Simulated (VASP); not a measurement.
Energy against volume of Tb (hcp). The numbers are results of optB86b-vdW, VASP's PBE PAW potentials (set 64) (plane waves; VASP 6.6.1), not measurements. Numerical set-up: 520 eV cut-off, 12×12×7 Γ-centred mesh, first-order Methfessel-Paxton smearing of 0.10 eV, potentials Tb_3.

The 4f electrons are frozen in the core of the lanthanide potential, so 4f levels, which can set the real gap, and their magnetism are missing.

Shape and ions are relaxed at each volume.

```
V (Å³/atom)  E (eV/atom)
-----------  -----------
29.139          -2.08024
30.069          -2.09070
30.999          -2.09331
31.929          -2.08911
```

Task: Fit these four points and predict the energy of the run at 32.859 Å³/atom.

Result: A cubic in V^(−2/3), the third-order Birch-Murnaghan form, passes through the four points with V0 = 30.87 Å³/atom and B0 = 40 GPa, and gives -2.0790 eV/atom there. The run gave -2.0786 eV/atom, +0.4 meV/atom from the fit; all five points give B0 = 40 GPa.

The compound is Tb in the hcp structure. It was relaxed first.
